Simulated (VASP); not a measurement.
All values below come from PBEsol GGA + U (Dudarev), VASP's PBE PAW potentials (set 64) (plane waves; VASP).

Input for VASP

KPOINTS:
```
Automatic
0
G
6 6 6
0 0 0
```

**INCAR**
```
ALGO = Normal
EDIFF = 1E-6
ENCUT = 400
GGA = PS
ISIF = 2
ISMEAR = -1
LASPH = T
LCHARG = F
LDAU = T
LDAUJ = 0 0 0
LDAUL = -1 2 -1
LDAUTYPE = 2
LDAUU = 0 7.0 0
LMAXMIX = 4
LREAL = F
LWAVE = F
NELM = 100
PREC = Accurate
SIGMA = 0.01
SYSTEM = BaTiO3
```

**POSCAR**
```
BaTiO3
3.990
  1.0000000000   0.0000000000   0.0000000000
  0.0000000000   1.0000000000   0.0000000000
  0.0000000000   0.0000000000   1.0125313283
Ba Ti O
1 1 3
direct
  0.0000000000   0.0000000000   0.0000000000
  0.5000000000   0.5000000000   0.5130000000
  0.5000000000   0.5000000000   0.9770000000
  0.0000000000   0.5000000000   0.4870000000
  0.5000000000   0.0000000000   0.4870000000
```

POTCAR, in this order: Ba_sv Ti_sv O (PBE.64 set). Program: vasp_std.

Unless said otherwise, spin-orbit coupling is left out, though it shifts the bands of the heavy elements here.

Question: Estimate the energy per atom (σ→0), largest force, band gap (on the k-mesh).

Answer: 
```yaml
energy per atom (σ→0): -7479 meV/atom
band gap (on the k-mesh): 2.62 eV
largest_force: 1.015 eV/Å
```

### OSZICAR
```
...
DAV:   9    -0.373878879280E+02    0.14461E-01   -0.20997E-01  2384   0.270E+00    0.105E+00
DAV:  10    -0.374058267128E+02   -0.17939E-01   -0.14604E-01  2640   0.435E+00    0.955E-01
DAV:  11    -0.373934798909E+02    0.12347E-01   -0.79004E-02  2528   0.281E+00    0.142E-01
DAV:  12    -0.373933876567E+02    0.92234E-04   -0.54239E-03  2472   0.692E-01    0.121E-01
DAV:  13    -0.373933036385E+02    0.84018E-04   -0.91525E-04  2472   0.291E-01    0.127E-02
DAV:  14    -0.373933077010E+02   -0.40624E-05   -0.71473E-05  2872   0.593E-02    0.123E-02
DAV:  15    -0.373933081217E+02   -0.42071E-06   -0.54580E-06  2600   0.216E-02
   1 F= -.37393308E+02 E0= -.37393308E+02  d E =0.000000E+00
```

The structure is a typed BaTiO3 crystal. The cell was not relaxed at this level. The run is one of a series of settings (LDAU = .TRUE., LDAUJ = 0 0 0, LDAUL = -1 2 -1, LDAUTYPE = 2, LDAUU = 0 7.0 0 against the base run), some of them coarse on purpose.
